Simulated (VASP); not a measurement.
Data:

```xyz
2
Lattice="0.0000 1.9793 1.9793 1.9793 0.0000 1.9793 1.9793 1.9793 0.0000" Properties=species:S:1:pos:R:3 pbc="T T T"
Co     0.0000     0.0000     0.0000
C      1.9793     1.9793     1.9793
```

All values below come from PBEsol GGA, VASP's PBE PAW potentials (set 64) (plane waves; VASP 6.6.1). Numerical set-up: 520 eV cut-off, Gaussian smearing of 0.050 eV, potentials Co C.

### Question
Give the energies of bands 2 to 9 at the high-symmetry points, in eV from the Fermi level.

### Answer

| band | Γ | X | U | L | W |
|---|---|---|---|---|---|
| 2 | -2.65 | -6.64 | -6.31 | -8.80 | -5.91 |
| 3 | -2.65 | -4.24 | -6.10 | -5.23 | -5.91 |
| 4 | -2.65 | -1.71 | -4.16 | -5.23 | -5.12 |
| 5 | -2.23 | -1.71 | -1.51 | -1.26 | -0.88 |
| 6 | -2.23 | -1.60 | -1.10 | -1.26 | -0.61 |
| 7 | 1.19 | -0.88 | -0.34 | 0.01 | -0.61 |
| 8 | 1.19 | -0.88 | 1.33 | 5.32 | 0.97 |
| 9 | 1.19 | 1.50 | 1.99 | 5.32 | 1.13 |

It has no gap at this level: it comes out as a metal or semimetal.

The structure was generated: CoC was put into the rock salt type (Fm-3m), which need not be its known phase. It was relaxed first, which changed the volume by -25 %. The run is not spin-polarised, so no magnetic state was tried. The electron count is odd and the run is not spin-polarised, which forces a metal.
